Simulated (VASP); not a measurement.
A convergence study with VASP on SnTe (rock salt): one setting is varied, all else stays as given below, so the limit is that of these other settings. Each run relaxes cell and ions from the cell shown. The basis is that of the starting cell, so low cut-offs carry a Pulay error.

```yaml
crystal:
  lattice:
    - [0.00000, 3.16000, 3.16000]
    - [3.16000, 0.00000, 3.16000]
    - [3.16000, 3.16000, 0.00000]
  atoms:
    - { symbol: Sn, position: [0.00000, 0.00000, 0.00000] }
    - { symbol: Te, position: [0.50000, 0.50000, 0.50000] }
```

Calculation: LDA (Ceperley-Alder, Perdew-Zunger), VASP's LDA PAW potentials (set 64) (plane waves; VASP 6.6.1). The tightest run used: 700 eV cut-off, 6×6×6 Γ-centred mesh, Gaussian smearing of 0.050 eV, potentials Sn_d Te.

Unless said otherwise, spin-orbit coupling is left out, though it shifts the bands of the heavy elements here. Gaps are read on the run's mesh, which can miss a band edge.

```csv
setting,relaxed volume (Å³/atom),E (eV/atom),gap on the mesh (eV),plane waves
ENCUT = 200,28.491,-4.4543,0.284,419
ENCUT = 250,30.331,-4.4171,0.208,588
ENCUT = 300,30.198,-4.4185,0.221,754
ENCUT = 350,30.246,-4.4178,0.216,960
```

Task: These are the cheaper rows. Estimate the results at ENCUT = 700, and how far the last row shown lies from them.

Result: 
```csv
quantity,tightest run,last row shown is off by
relaxed volume (Å³/atom),30.343,-0.097
E (eV/atom),-4.4172,-0.0006
gap on the mesh (eV),0.206,0.010
```

Left out are rungs that failed or repeat a setting and relaxations that didn't move; long series are thinned to 24 rows.

The compound is SnTe in the rock salt structure, which distorts at low temperature.
